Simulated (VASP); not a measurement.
Here is the system:

```
MnO
1.0
    4.39560     2.19780     2.19780
    2.19780     4.39560     2.19780
    2.19780     2.19780     4.39560
Mn O
2 2
Direct
  0.00000   0.00000   0.00000
  0.50000   0.50000   0.50000
  0.25000   0.25000   0.25000
  0.75000   0.75000   0.75000
```
Starting moments (μB, in the order of the record's atoms Mn Mn O O): 5.0 -5.0 0.0 0.0.

These are PBE GGA, VASP's PBE PAW potentials (set 64) (plane waves; VASP) values and carry that method's errors. Run with 400 eV cut-off, 7×7×7 Γ-centred mesh, Fermi-Dirac smearing of 0.010 eV, potentials Mn_pv O.

At this cut-off the stress carries a Pulay error, which pulls relaxed volumes low.

Give the stress tensor in GPa (positive for a compressed cell).

```
-0.72  -2.01  -2.01
-2.01  -0.72  -2.01
-2.01  -2.01  -0.72
```
The pressure is its mean diagonal, -0.72 GPa.

The structure is a typed MnO crystal. The cell was not relaxed at this level.
